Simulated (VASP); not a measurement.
Consider the following.

```
CsCl
1.0
    4.15168     0.00000     0.00000
    0.00000     4.15168     0.00000
    0.00000     0.00000     4.15168
Cs Cl
1 1
Direct
  0.00000   0.00000   0.00000
  0.50000   0.50000   0.50000
```

The numbers are results of revTPSS meta-GGA, VASP's PBE PAW potentials (set 64) (plane waves; VASP 6.6.1), not measurements. Run with 520 eV cut-off, 6×6×6 Γ-centred mesh, Gaussian smearing of 0.050 eV, potentials Cs_sv Cl.

Unless said otherwise, spin-orbit coupling is left out, though it shifts the bands of the heavy elements here.

Question: Predict the energy per atom (σ→0), band gap (on the k-mesh) with the smallest direct gap where there is one.

Answer: 
```
Item                                        Result
-----------------------------------  -------------
band gap (on the k-mesh)                   5.48 eV
smallest direct gap (on the k-mesh)        5.48 eV
energy per atom (σ→0)                6.942 eV/atom
```

Only differences to runs with the same potentials and settings are physical.

The compound is CsCl in the CsCl type structure. It was relaxed first. The start is the result of an earlier pass.
